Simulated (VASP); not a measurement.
Level of theory: LDA (Ceperley-Alder, Perdew-Zunger), VASP's LDA PAW potentials (set 64) (plane waves; VASP).

The input files of a VASP run:

INCAR:
```
SYSTEM = TaN
PREC = Accurate
ENCUT = 520
EDIFF = 1E-6
NELM = 100
ALGO = Normal
LREAL = .FALSE.
LASPH = .TRUE.
ISMEAR = 1
SIGMA = 0.1
LMAXMIX = 6
LWAVE = .FALSE.
LCHARG = .FALSE.
IBRION = 2
ISIF = 3
NSW = 60
EDIFFG = -0.01
```

File POSCAR:
```
TaN
1
    2.9122251420     0.0000000000    -0.0000000000
   -1.4561125710     2.5220612211    -0.0000000000
    0.0000000000     0.0000000000     2.8559636448
Ta N
1 1
Direct
  0.0000000000   0.0000000000   0.5000000000
  0.6666670000   0.3333330000   0.0000000000
```

**KPOINTS**
```
Automatic
0
G
  13 13 12
```

POTCAR, in this order: Ta_pv N (LDA.64 set). Program: vasp_std.

What VASP printed:

File OSZICAR:
```
       N       E                     dE             d eps       ncg     rms          rms(c)
DAV:   1     0.902522449690E+02    0.90252E+02   -0.93850E+03  3528   0.140E+03
DAV:   2    -0.236651184307E+02   -0.11392E+03   -0.10843E+03  4108   0.333E+02
DAV:   3    -0.272226332252E+02   -0.35575E+01   -0.35164E+01  4348   0.561E+01
DAV:   4    -0.272576675010E+02   -0.35034E-01   -0.34966E-01  3908   0.557E+00
DAV:   5    -0.272580488910E+02   -0.38139E-03   -0.38137E-03  4256   0.488E-01    0.248E+01
DAV:   6    -0.248758759489E+02    0.23822E+01   -0.86400E+00  4000   0.292E+01    0.108E+01
DAV:   7    -0.247567358176E+02    0.11914E+00   -0.46370E-01  3916   0.614E+00    0.708E+00
DAV:   8    -0.247216176085E+02    0.35118E-01   -0.12134E-01  3972   0.345E+00    0.901E-01
DAV:   9    -0.247183426134E+02    0.32750E-02   -0.12084E-02  3984   0.936E-01    0.229E-01
DAV:  10    -0.247181661877E+02    0.17643E-03   -0.70550E-04  4160   0.335E-01    0.502E-02
DAV:  11    -0.247181479474E+02    0.18240E-04   -0.61756E-05  3964   0.824E-02    0.144E-02
DAV:  12    -0.247181482315E+02   -0.28414E-06   -0.26784E-06  3836   0.172E-02
   1 F= -.24718148E+02 E0= -.24718188E+02  d E =-.247181E+02
```

### OUTCAR
```
------------------------ aborting loop because EDIFF is reached ----------------------------------------
  FORCE on cell =-STRESS in cart. coord.  units (eV):
  Direction    XX          YY          ZZ          XY          YZ          ZX
  --------------------------------------------------------------------------------------
  Total       -0.0192275     -0.0192275      0.0172797      0.0000000      0.0000000      0.0000000
  in kB       -1.4685895     -1.4685898      1.3198135      0.0000000      0.0000000      0.0000000
  external PRESSURE =      -0.5391219 kB  Pullay stress =       0.0000000 kB
  volume of cell :       20.98
      direct lattice vectors                 reciprocal lattice vectors
     2.912225142  0.000000000  0.000000000     0.343380045  0.198250540  0.000000000
    -1.456112571  2.522061221  0.000000000     0.000000000  0.396501081  0.000000000
     0.000000000  0.000000000  2.855963645     0.000000000  0.000000000  0.350144513
 POSITION                                       TOTAL-FORCE (eV/Angst)
 -----------------------------------------------------------------------------------
      0.00000      0.00000      1.42798         0.000000      0.000000      0.000000
      1.45611      0.84069      0.00000        -0.000000      0.000000      0.000000
 -----------------------------------------------------------------------------------
    total drift:                               -0.000907      0.000527      0.000000
  FREE ENERGIE OF THE ION-ELECTRON SYSTEM (eV)
  ---------------------------------------------------
  free  energy   TOTEN  =       -24.7181482315 eV

  energy  without entropy=      -24.7182679688  energy(sigma->0) =      -24.71818814

 reached required accuracy - stopping structural energy minimisation
```
(Selected blocks of OUTCAR.)

The structure comes from a computed database's TaN entry (P-6m2); how it stands against other phases isn't given here. It was relaxed first. The start is the result of an earlier pass.
